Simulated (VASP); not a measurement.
Input:

```xyz
5
Lattice="6.2209 0.0000 0.0000 0.0000 6.2209 0.0000 0.0000 0.0000 6.2209" Properties=species:S:1:pos:R:3 pbc="T T T"
Cs     0.0000     0.0000     0.0000
I      0.0000     3.1105     3.1105
I      3.1105     0.0000     3.1105
I      3.1105     3.1105     0.0000
Sn     3.1105     3.1105     3.1105
```

The numbers are results of SCAN meta-GGA with spin-orbit coupling, VASP's PBE PAW potentials (set 64) (plane waves; VASP), not measurements. Settings: 400 eV cut-off, 4×4×4 Γ-centred mesh, Gaussian smearing of 0.050 eV, potentials Cs_sv I Sn_d.

Q: Give the energies of bands 37 to 50 at the high-symmetry points, in eV from the valence-band maximum.

A: 
```
band      Γ      X      M      R
----  -----  -----  -----  -----
37    -2.71  -2.59  -2.69  -2.42
38    -2.71  -2.59  -2.69  -2.42
39    -2.28  -2.53  -2.48  -1.74
40    -2.28  -2.53  -2.48  -1.74
41    -2.10  -2.27  -1.94  -1.74
42    -2.10  -2.27  -1.94  -1.74
43    -2.10  -1.62  -0.80   0.00
44    -2.10  -1.62  -0.80   0.00
45     2.50   1.07   0.58   0.02
46     2.50   1.07   0.58   0.02
47     3.32   4.03   0.95   0.51
48     3.32   4.03   0.95   0.51
49     3.32   4.16   4.12   0.51
50     3.32   4.16   4.12   0.51
```

The gap is direct, 0.02 eV, from the valence maximum at R to the conduction minimum at R.

The structure comes from a measured CsSnI3 entry (Pm-3m) of the Crystallography Open Database, whose conditions weren't checked. It was relaxed first.
